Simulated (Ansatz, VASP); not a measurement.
## Two plane-wave programs on TaAl4

```
Ta Al
1.0
     4.48101    0.00000    0.00000
     0.00000    4.48101    0.00000
     0.00000    0.00000    4.48101
Ta Al
1 4
Direct
  0.50000 0.50000 0.50000
  0.50000 0.00000 0.00000
  0.00000 0.50000 0.00000
  0.00000 0.00000 0.50000
  0.00000 0.00000 0.00000
```

Alike in both runs: task relaxation of cell and atoms; functional PBE; k mesh 4 × 4 × 4; occupations gaussian, width 0.1 eV; no spin polarisation.

|  | VASP | Ansatz |
| --- | --- | --- |
| version | VASP 6.6.1 | Ansatz 0.2.0 |
| potentials or method | VASP PAW PBE potentials, release 64 (Ta_pv, Al) | scalar-relativistic, plane waves, PAW |
| plane-wave cutoff (eV) | 600 | 420 |
| valence electrons in the cell | 23 | 25 |

Ansatz gave:

```
gap on the k mesh at the Fermi level, each at its own relaxed structure (eV) : none
relaxed volume (Å³/atom)                                                     : 20.49
relaxed cell length with the largest relative difference (Å)                 : 4.679
energy change over the relaxation (meV/atom)                                 : -76
```

Problem. Which values does VASP return?

Solution. gap on the k mesh at the Fermi level, each at its own relaxed structure (eV): none; relaxed volume (Å³/atom): 20.53; relaxed cell length with the largest relative difference (Å): 4.682; energy change over the relaxation (meV/atom): -76.

A gap of «none» marks a metal or a gap that the smearing closes. The two sets of potentials don't hold the same shells in valence.

The runs have no spin-orbit coupling, so splittings on Ta are missing.
